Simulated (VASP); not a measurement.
```yaml
crystal:
  lattice:
    - [0.00000, 2.81169, 2.81169]
    - [2.81169, 0.00000, 2.81169]
    - [2.81169, 2.81169, 0.00000]
  atoms:
    - { symbol: As, position: [0.00000, 0.00000, 0.00000] }
    - { symbol: Sb, position: [0.50000, 0.50000, 0.50000] }
```

The base run (VASP): PBE GGA, plane waves, VASP's PBE PAW potentials (set 64). Settings: 400 eV cut-off, 7×7×7 Γ-centred mesh, Gaussian smearing of 0.050 eV, potentials As Sb.

One setting is varied; ΔE counts from the base run. The base run took about 10 core-seconds. The timings are rough (shared machines, no repeats); factors under 2 mean little.

Pressures at a finite cut-off, here 400 eV, hold a Pulay part, which wasn't tested here.

```csv
setting,cost over the base run,electronic steps,ΔE (meV/atom),pressure (GPa)
SYMPREC = 1E-3,within a factor of 2,11,0.0,9.91
ISYM = 1,within a factor of 2,11,0.0,9.91
base run,reference,11,0.0,9.91
ISYM = 0,about 3 times,11,0.0,9.91
ISYM = -1,[?],11,0.0,9.91
```

Task: Some entries are withheld; supply them.

Result: 
- ISYM = -1, cost over the base run: about 6 times

Left out are runs that failed, have no time on record or changed the cell.

The structure was generated: SbAs was put into the rocksalt type (Fm-3m), which need not be its known phase. The cell was not relaxed at this level.
